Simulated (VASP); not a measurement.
# Sc2GeO: structure and properties in VASP, part 4 of 4

Wanted: the relaxed cell of Sc2GeO and its properties. The cell is invented: it takes the structure of a Materials Project entry for Sc2CO (space group 166 there), with some of its atoms replaced by other elements, volume scaled by an estimate. It may not be a known or stable phase.

VASP 6.6.1, plane waves and PAW; the level of theory is named at each step.

So far. Step 6 (Band structure (PBE + D3)): There is no gap at this level. Step 7 (Total and projected DOS (PBE + D3)): The finer mesh and the other smearing move the Fermi level by +0.01 eV from the 8×8×8 run, a small shift, which tests the Fermi level alone. Of the states within 0.3 eV of the Fermi level, the largest shares in the PAW spheres are Sc d 55 % and Ge p 8 %. The rest lies in smaller channels or between the spheres. The relaxed cell has a = 3.222, c = 19.819 Å (conventional setting).

**8. Starting orbitals for the hybrid**

This step: PBE; plane waves and PAW (Ge_d, Sc_sv, O); invented cell (VASP 6.6.1).

A hybrid converges badly from random orbitals, so a cheap semilocal run writes a WAVECAR on the same mesh first.

INCAR reads:

```
SYSTEM = Sc2GeO
PREC = Accurate
ENCUT = 520
EDIFF = 1E-05
NELM = 100
ISMEAR = 0
SIGMA = 0.05
LREAL = .FALSE.
ALGO = Normal
GGA = PE
NBANDS = 27
LORBIT = 11
LWAVE = .TRUE.
LCHARG = .FALSE.
KPAR = 2
```

POSCAR reads:

```
Sc2GeO
1.0
    1.6107926283      0.9299913879      6.6062620580
   -1.6107926283      0.9299913879      6.6062620580
    0.0000000000     -1.8599827759      6.6062620580
Ge Sc O
1 2 1
Direct
    0.5000000000      0.5000000000      0.5000000000
    0.2707130117      0.2707130117      0.2707130117
    0.7292869883      0.7292869883      0.7292869883
    0.0000000000      0.0000000000      0.0000000000
```

KPOINTS reads:

```
Automatic mesh
0
Gamma
5 5 5
0 0 0
```

The projector-augmented-wave data sets are Ge_d, Sc_sv and O (PBE family, release 64).

Launch:

```console
mpirun -np 2 vasp_std
```

Output:

```text
[... set-up lines as in an earlier step ...]
 entering main loop
       N       E                     dE             d eps       ncg     rms          rms(c)
DAV:   1     0.632656205376E+03    0.63266E+03   -0.20137E+04  1065   0.303E+03
DAV:   2     0.626681340681E+02   -0.56999E+03   -0.56128E+03  1138   0.803E+02
DAV:   3    -0.285857366132E+02   -0.91254E+02   -0.89377E+02  1625   0.270E+02
DAV:   4    -0.328413084022E+02   -0.42556E+01   -0.42094E+01  1577   0.565E+01
DAV:   5    -0.329395425537E+02   -0.98234E-01   -0.96932E-01  1700   0.907E+00    0.151E+01
DAV:   6    -0.290969128118E+02    0.38426E+01   -0.22236E+01  1707   0.418E+01    0.625E+00
DAV:   7    -0.289601834064E+02    0.13673E+00   -0.14853E+00  1508   0.118E+01    0.353E+00
DAV:   8    -0.289120189110E+02    0.48164E-01   -0.26813E-01  1612   0.479E+00    0.564E-01
DAV:   9    -0.289072871511E+02    0.47318E-02   -0.60580E-02  1636   0.180E+00    0.367E-01
DAV:  10    -0.289062987972E+02    0.98835E-03   -0.60529E-03  1476   0.609E-01    0.994E-02
DAV:  11    -0.289063795730E+02   -0.80776E-04   -0.35221E-04  1628   0.194E-01    0.329E-02
DAV:  12    -0.289063885380E+02   -0.89650E-05   -0.23311E-05  1084   0.749E-02
   1 F= -.28906389E+02 E0= -.28902362E+02  d E =-.805219E-02
 writing wavefunctions
```

Run time: 77 s. Hardware: 2 MPI ranks of AMD EPYC 7R43, shared host; peak memory 0.71 GiB.

From OUTCAR (step 8):

```text
   k-points           NKPTS =     19   k-points in BZ     NKDIM =     19   number of bands    NBANDS=     27

   NELECT =      42.0000    total number of electrons

 E-fermi :   7.0866

 k-point     1 :       0.0000    0.0000    0.0000
  band No.  band energies     occupation
    ...
     16      -0.4075      2.00000
     17       0.9583      2.00000
     18       0.9583      2.00000
     19       4.2216      2.00000
     20       6.5632      2.00000
     21       7.9534      0.00000
     22       7.9534      0.00000
     23       8.2513      0.00000
     24       8.7885      0.00000
     25       8.9879      0.00000
    ...

  Total        1.6818303      1.6818297      1.3180784      0.0000000     -0.0000000      0.0000000
  in kB       45.3802780     45.3802614     35.5652775      0.0000000     -0.0000000      0.0000000
  external PRESSURE =      42.1086057 kB  Pullay stress =       0.0000000 kB

 POSITION                                       TOTAL-FORCE (eV/Angst)
 -----------------------------------------------------------------------------------
      0.00000     -0.00000      9.90939         0.000000     -0.000000     -0.000000
      0.00000     -0.00000      5.36520         0.000000     -0.000000      0.024260
      0.00000     -0.00000     14.45358         0.000000      0.000000     -0.024260
      0.00000      0.00000      0.00000         0.000000     -0.000000      0.000000
 -----------------------------------------------------------------------------------
    total drift:                               -0.000000     -0.000000      0.000000

  FREE ENERGIE OF THE ION-ELECTRON SYSTEM (eV)
  ---------------------------------------------------
  free  energy   TOTEN  =       -28.9063885380 eV

  energy  without entropy=      -28.8983363467  energy(sigma->0) =      -28.90236244

[... 6 parts as in an earlier step ...]

[... 10 further parts left out ...]
```

The k-mesh is coarse for a metal. At this level the cell is under a pressure of 4.2 GPa, so at these settings it is away from equilibrium.

Numbers from this step:

- SCF cycles: 12
- bands: 27
- irreducible k-points: 19
- free energy (TOTEN): -28.91 eV
- energy at zero smearing: -28.90 eV
- Fermi energy: 7.087 eV
- pressure: 4.211 GPa

**9. Bands along the symmetry lines (HSE06)**

This step: HSE06; plane waves and PAW (Ge_d, Sc_sv, O); invented cell (VASP 6.6.1).

HSE06 mixes in a quarter of exact exchange at short range, at far higher cost; in semiconductors this cures much of the gap error, while metals seldom gain.

INCAR reads:

```
SYSTEM = Sc2GeO
PREC = Accurate
ENCUT = 520
EDIFF = 1E-06
NELM = 100
ISMEAR = 0
SIGMA = 0.05
LREAL = .FALSE.
ALGO = Normal
LHFCALC = .TRUE.
AEXX = 0.25
GGA = PE
HFSCREEN = 0.2
LASPH = .TRUE.
NBANDS = 27
PRECFOCK = Fast
LORBIT = 11
LWAVE = .FALSE.
LCHARG = .FALSE.
KPAR = 2
```

POSCAR is that of step 8.

KPOINTS is that of step 8.

KPOINTS_OPT reads:

```
Line mode
6
Line-mode
Reciprocal
  0.00000000   0.00000000   0.00000000 GAMMA
  0.50000000   0.00000000   0.00000000 L

  0.50000000   0.00000000   0.00000000 L
  0.50000000   0.17987826  -0.17987826 B1

  0.82012174   0.50000000   0.17987826 B
  0.50000000   0.50000000   0.50000000 Z

  0.50000000   0.50000000   0.50000000 Z
  0.00000000   0.00000000   0.00000000 GAMMA

  0.00000000   0.00000000   0.00000000 GAMMA
  0.33993913   0.00000000  -0.33993913 X

  0.66006087   0.33993913   0.00000000 Q
  0.50000000   0.50000000   0.00000000 F

  0.50000000   0.50000000   0.00000000 F
  0.66006087   0.66006087   0.17987826 P1

  0.66006087   0.66006087   0.17987826 P1
  0.50000000   0.50000000   0.50000000 Z

  0.50000000   0.00000000   0.00000000 L
  0.82012174   0.33993913   0.33993913 P
```

The run starts from files that an earlier step left in the folder.

Launch:

```console
mpirun -np 2 vasp_std
```

Output:

```text
[banner, memory and clock lines left out]
running    2 mpi-ranks, on    1 nodes
[...]
LDA part: xc-table for (Slater+PW92), standard interpolation
 found WAVECAR, reading the header
 POSCAR, INCAR and KPOINTS ok, starting setup
[...]
reading WAVECAR
 the WAVECAR file was read successfully
 initial charge from wavefunction
 entering main loop
       N       E                     dE             d eps       ncg     rms          rms(c)
```

The job ended after 10 min (2 MPI ranks).

The run was cut off at its time limit.

More ranks or a longer limit might have been enough; this was not tried.

**10. Summary of results**

* relaxed volume: 14.84 Å³/atom
* relaxed conventional cell a, b, c: 3.222, 3.222, 19.819 Å; angles 90.0, 90.0, 120.0°
* space group after relaxing, within 0.02 Å: R-3m (No. 166)
* band gap: none, a metal
* DOS at the Fermi level: 2.83 states/eV/cell

**Reading.** With PBE + D3, Sc2GeO relaxes to 14.84 Å³/atom in space group R-3m (held by the symmetry of the run) and comes out as a metal. Not obtained: bands along the symmetry lines (HSE06), because the run hit its time limit. Band structure (PBE + D3): Of the bands kept, 3 cross the Fermi level on this path. Spin-orbit coupling is left out; it would split some degenerate bands. No search among competing phases was made. All values are for a static lattice at zero temperature.

[Lines on the potential files, build, host, timing and source positions are cut from VASP's logs without a mark.]

[Logs are printed without paths, hosts, clocks, repeated set-up lines and the standing remarks that a program may print on its own settings, such as how far it seeks lower states.]

[Hosts, paths, dates, database ids (printed as entryN), source tags and the programs' standing remarks are cut or masked in the printed files.]

[A measured line is paired with the nearest computed mode of its activity, which favours agreement.]

[In band tables of VASP the shares of atoms and orbitals are scaled to a sum of 1 inside the atoms' spheres.]
